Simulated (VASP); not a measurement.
Given:

```xyz
6
Lattice="5.0031 0.0000 0.0000 0.0000 5.0031 0.0000 0.0000 0.0000 3.3547" Properties=species:S:1:pos:R:3 pbc="T T T"
Mn     0.0000     0.0000     0.0000
Mn     2.5016     2.5016     1.6774
F      1.5221     1.5221     3.3547
F      4.0237     0.9795     1.6774
F      0.9795     4.0237     1.6774
F      3.4810     3.4810     0.0000
```
Starting moments (μB, in the order of the record's atoms Mn Mn F F F F): 4.6 -4.6 0.0 0.0 0.0 0.0.

These are revPBE GGA, VASP's PBE PAW potentials (set 64) (plane waves; VASP) values and carry that method's errors. Run with 520 eV cut-off, 5×5×7 Γ-centred mesh, tetrahedra with Blöchl corrections, potentials Mn_pv F.

The cores are frozen, which limits the accuracy of field gradients.

Q: Give the principal components of the electric field gradient (V/Å²) and the asymmetry η at each nucleus.

A: 
```
atom    Vxx   Vyy    Vzz     η
----  -----  ----  -----  ----
Mn1   -13.1  -6.6   19.7  0.33
Mn2   -13.1  -6.6   19.7  0.33
F3     49.1  18.2  -67.3  0.46
F4     49.1  18.2  -67.3  0.46
F5     49.1  18.2  -67.3  0.46
F6     49.1  18.2  -67.3  0.46
```

The compound is MnF2 in the rutile structure. It was relaxed first, which changed the volume by +7 %.
